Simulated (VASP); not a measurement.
Input:

```
CELL_PARAMETERS angstrom
      4.25022     0.00000     0.00000
      0.00000     4.25022     0.00000
      0.00000     0.00000     4.25022
ATOMIC_POSITIONS crystal
  Cu 0.75000 0.25000 0.75000
  Cu 0.25000 0.75000 0.75000
  Cu 0.75000 0.75000 0.25000
  Cu 0.25000 0.25000 0.25000
  O  0.00000 0.00000 0.00000
  O  0.50000 0.50000 0.50000
```

All values below come from vdW-DF-cx, VASP's PBE PAW potentials (set 64) (plane waves; VASP). Run with 520 eV cut-off, Gaussian smearing of 0.050 eV, potentials Cu O.

### Question
Give the energies of bands 18 to 31 at the high-symmetry points, in eV from the valence-band maximum.

### Answer

```tsv
band	Γ	X	M	R
18	-1.92	-2.06	-2.21	-1.97
19	-1.92	-2.05	-1.94	-1.97
20	-1.77	-2.05	-1.94	-1.76
21	-1.77	-1.89	-1.93	-1.76
22	-1.77	-1.89	-1.93	-1.76
23	-1.58	-1.70	-1.49	-1.64
24	-1.58	-1.70	-1.49	-1.64
25	-1.58	-1.20	-1.21	-1.00
26	0.00	-1.20	-1.21	-0.58
27	0.00	-0.40	-0.66	-0.58
28	0.00	-0.40	-0.66	-0.58
29	0.58	2.31	1.94	2.46
30	1.23	2.31	1.94	2.46
31	1.23	4.24	3.89	2.46
```

The gap is direct, 0.58 eV, from the valence maximum at Γ to the conduction minimum at Γ.

Measured: gap 2.20 eV (computed value off by -1.62 eV), as given by Wei Chen et al., Physical Review Materials (2018), doi:10.1103/physrevmaterials.2.073803 [zero-point renormalisation of 0.03 eV added back (the table's ZPR column)].

The compound is Cu2O in the cuprite structure. It was relaxed first.
